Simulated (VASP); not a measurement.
Here is a VASP 6.6.1 calculation.

File INCAR:

```
ALGO = Normal
EDIFF = 1E-6
ENCUT = 520
ISIF = 2
ISMEAR = 0
LASPH = True
LCHARG = False
LREAL = False
LWAVE = False
NBANDS = 28
NELM = 100
PREC = Accurate
SIGMA = 0.02
```

Contents of KPOINTS:

```
k-points
0
Gamma
  6 6 6
```

The input POSCAR:

```
Cs3SeF
1.0
    5.6012000000      0.0000000000      0.0000000000
    0.0000000000      5.6012000000      0.0000000000
    0.0000000000      0.0000000000      5.6012000000
Se F Cs
1 1 3
Direct
    0.0000000000      0.0000000000      0.0000000000
    0.5000000000      0.5000000000      0.5000000000
    0.5000000000      0.5000000000      0.0000000000
    0.5000000000      0.0000000000      0.5000000000
    0.0000000000      0.5000000000      0.5000000000
```

Potentials or basis: VASP PAW LDA potentials, release 64 (Se, F, Cs_sv).

Command:

```bash
$ cat potpaw_LDA.64/Se/POTCAR potpaw_LDA.64/F/POTCAR potpaw_LDA.64/Cs_sv/POTCAR > POTCAR
$ mpirun -np 1 vasp_std > vasp.out
```

**Question.** Estimate the pressure.

**Answer.** -0.9 GPa.

**Question.** Estimate the band gap on the k mesh.

**Answer.** 1.96 eV, direct.

Caveat: spin-orbit coupling is left out, which moves the levels of the heavy elements. A k mesh can miss the band edges.
